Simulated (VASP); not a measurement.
Here is the system:

```
CELL_PARAMETERS angstrom
      0.00000     2.58000     2.58000
      2.58000     0.00000     2.58000
      2.58000     2.58000     0.00000
ATOMIC_POSITIONS crystal
  Sr 0.00000 0.00000 0.00000
  O  0.50000 0.50000 0.50000
```

Calculation: PBE GGA, VASP's PBE PAW potentials (set 64) (plane waves; VASP). Numerical set-up: 520 eV cut-off, 8×8×8 Γ-centred mesh, Gaussian smearing of 0.050 eV, potentials Sr_sv O_s.

**Question.** Predict the energy per atom (σ→0), pressure, band gap (on the k-mesh) with the smallest direct gap where there is one.

**Answer.** 
The band gap (on the k-mesh) is 3.28 eV. The smallest direct gap (on the k-mesh) is 3.37 eV. The energy per atom (σ→0) is -6.026 eV/atom and the pressure is 2.33 GPa.

The absolute energy has meaning only against runs of the same code, potentials and settings.

The compound is SrO in the rock salt structure. The cell was not relaxed at this level. The run is one of a series of settings (POTCAR Sr_sv O_s (PBE.64 set) against the base run), some of them coarse on purpose.
